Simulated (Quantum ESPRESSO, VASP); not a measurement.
An input for Quantum ESPRESSO (PBEsol+U, PseudoDojo standard norm-conserving (PBESOL) pseudopotentials):

```
&CONTROL
   calculation = 'scf'
   prefix = 'run'
   outdir = './tmp'
   pseudo_dir = './'
   tprnfor = .true.
   tstress = .true.
/
&SYSTEM
   ibrav = 0
   nat = 8
   ntyp = 2
   ecutwfc = 80
   occupations = 'smearing'
   smearing = 'fd'
   degauss = 0.00147
/
&ELECTRONS
   conv_thr = 1.0d-9
/
ATOMIC_SPECIES
Sc    44.9559  Sc.upf
Cl    35.4500  Cl.upf
ATOMIC_POSITIONS {crystal}
Sc    0.33332000    0.33332000    0.33332000
Sc    0.66668000    0.66668000    0.66668000
Cl    0.71815000    0.43702000    0.07745000
Cl    0.28185000    0.56298000    0.92255000
Cl    0.07745000    0.71815000    0.43702000
Cl    0.92255000    0.28185000    0.56298000
Cl    0.43702000    0.07745000    0.71815000
Cl    0.56298000    0.92255000    0.28185000
K_POINTS {automatic}
4 4 4  0 0 0
CELL_PARAMETERS {angstrom}
   3.20435991     1.85003805     6.08369000
  -3.20435991     1.85003805     6.08369000
   0.00000000    -3.70007611     6.08369000
HUBBARD {ortho-atomic}
U Sc-3d 5
```

Translate it to VASP.

One set of files that does it:

### INCAR
```
# general
SYSTEM    =  ScCl3
PREC      =  Accurate
ENCUT     =  300
LREAL     =  F
LASPH     =  T

# electronic loop
EDIFF     =  1E-6
NELM      =  100
ALGO      =  Normal
LMAXMIX   =  4

# smearing
ISMEAR    =  -1
SIGMA     =  0.02

# functional
GGA       =  PS

# DFT+U
LDAU      =  T
LDAUTYPE  =  2
LDAUL     =  2 -1
LDAUU     =  5.0 0
LDAUJ     =  0 0

# ions
ISIF      =  2

# output
LWAVE     =  F
LCHARG    =  F
```

KPOINTS:
```
K-points
0
Gamma
  4 4 4
0 0 0
```

### POSCAR
```
ScCl3
7.1205230
  0.4500175057   0.2598177128   0.8543880836
 -0.4500175057   0.2598177128   0.8543880836
  0.0000000000  -0.5196354257   0.8543880836
Sc Cl
2 6
Cartesian
  0.0000000000   0.0000000000   0.8543539080
 -0.0000000000   0.0000000000   1.7088103427
  0.1265134214   0.2598878636   1.0531358396
 -0.1265134214  -0.2598878636   1.5100284111
 -0.2883262159  -0.0203801014   1.0531358396
  0.2883262159   0.0203801014   1.5100284111
  0.1618127945  -0.2395077622   1.0531358396
 -0.1618127945   0.2395077622   1.5100284111
```

POTCAR, in this order: Sc_sv Cl (PBE.64 set). Program: vasp_std.

The two runs describe the same crystal, functional and task. Each code takes its own potentials, basis and convergence tests.

The structure comes from a computed database's ScCl3 entry (R-3); how it stands against other phases isn't given here. The cell was not relaxed at this level, and it may have been scaled.
